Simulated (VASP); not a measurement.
Here is the system:

```
CELL_PARAMETERS angstrom
      2.85810     0.00000     0.00000
      0.00000     2.85810     0.00000
      0.00000     0.00000     3.58375
ATOMIC_POSITIONS crystal
  Cu 0.00000 0.00000 0.00000
  Au 0.50000 0.50000 0.50000
```

Computed with PBEsol GGA, VASP's PBE PAW potentials (set 64) (plane waves; VASP). Run with 520 eV cut-off, 13×13×10 Γ-centred mesh, first-order Methfessel-Paxton smearing of 0.10 eV, potentials Cu Au.

The ions and cell shape at fixed volume are relaxed. Predict the relaxed structure.

```
CELL_PARAMETERS angstrom
      2.80138     0.00000     0.00000
      0.00000     2.80138     0.00000
      0.00000     0.00000     3.73034
ATOMIC_POSITIONS crystal
  Cu 0.00000 0.00000 0.00000
  Au 0.50000 0.50000 0.50000
```
Space group P4/mmm (123), at a tolerance of 0.03 Å.

How much energy does the relaxation gain?

The energy (σ→0) changes by -3.6 meV/atom, in 7 ionic steps.

The compound is CuAu in the L1_0 structure. This cell is one point of a volume scan, at 1.03 of the reference volume. Symmetry was kept, so distortions that lower it aren't found.
